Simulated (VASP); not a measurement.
The system is MoS2.

```
Mo S
1.0
     3.16100    0.00000    0.00000
    -1.58050    2.73751    0.00000
     0.00000    0.00000   12.90975
Mo S
2 4
Direct
  0.33333 0.66667 0.25000
  0.66667 0.33333 0.75000
  0.66667 0.33333 0.37123
  0.66667 0.33333 0.12877
  0.33333 0.66667 0.87123
  0.33333 0.66667 0.62877
```

The cell was built by a generator and needn't be a form met in nature.

Base run:

```yaml
Program: VASP 6.6.1
Functional: SCAN
Potentials_or_basis: VASP PAW PBE potentials, release 64 (Mo_sv, S)
Cutoff: 520 eV
k_mesh: 8 × 8 × 2
Occupations: fermi-dirac, width 0.05 eV
Spin: no spin polarisation
```

Its results: band gap on the k mesh 1.36 eV, indirect (least direct gap 2.12 eV); pressure 0.0 GPa; largest force 0.161 eV/Å.

Problem. After a change of settings the same cell gave: band gap on the k mesh 1.20 eV, indirect (least direct gap 1.97 eV); pressure 12.0 GPa; largest force 1.039 eV/Å. Which change was it?
A. functional from SCAN to vdW-DF2
B. functional from SCAN to PBEsol
C. functional from SCAN to optB86b-vdW
D. functional from SCAN to LDA; potentials or basis from VASP PAW PBE potentials, release 64 (Mo_sv, S) to VASP PAW LDA potentials, release 64 (Mo_sv, S)

Solution. A.

Caveats: the PAW data sets were made with another functional, which shifts forces and pressure a little.

Runs at the PBE level aren't shown here.
